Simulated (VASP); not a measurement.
A run of VASP 6.6.1 is set up as follows.

INCAR

```
SYSTEM = Nb2B
  ALGO = Normal
  EDIFF = 1E-7
  EDIFFG = -0.01
  ENCUT = 600
  GGA = PE
  IBRION = 2
  ISIF = 3
  ISMEAR = -1
  LASPH = .True.
  LCHARG = .False.
  LREAL = .False.
  LWAVE = .False.
  NELM = 60
  NSW = 40
  PREC = Accurate
  PSTRESS = 0
  SIGMA = 0.05
```

The input KPOINTS:

```
k-points
0
Gamma
  7 7 10
  0 0 0
```

Contents of POSCAR:

```
Nb2B
1.0
    4.4076000000      0.0000000000      0.0000000000
   -2.2038000000      3.8171000000      0.0000000000
    0.0000000000      0.0000000000      2.6685500000
Nb B
2 1
Direct
    0.3333300000      0.6666700000      0.5000000000
    0.6666700000      0.3333300000      0.5000000000
    0.0000000000      0.0000000000      0.0000000000
```

Potentials or basis: VASP PAW PBE potentials, release 64 (Nb_sv, B).

Command:

```sh
$ cat potpaw_PBE.64/Nb_sv/POTCAR potpaw_PBE.64/B/POTCAR > POTCAR
$ mpirun -np 1 vasp_std > vasp.out
```

Task: Estimate the relaxed volume.

Result: 14.95 Å³/atom.

Task: Estimate the space group after relaxing (to 0.05 Å).

Result: P6/mmm (No. 191).

Task: Predict the band gap on the k mesh.

Result: None (metal or under the smearing width).

The path:
| step | energy change (eV) | largest force (eV/Å) | pressure (GPa) | volume (Å³) |
| --- | --- | --- | --- | --- |
| 1 | 0.0000 | 0.0005 | -0.11 | 44.90 |
| 2 | -0.0001 | 0.0005 | 0.14 | 44.83 |
| 3 | -0.0001 | 0.0001 | 0.04 | 44.86 |
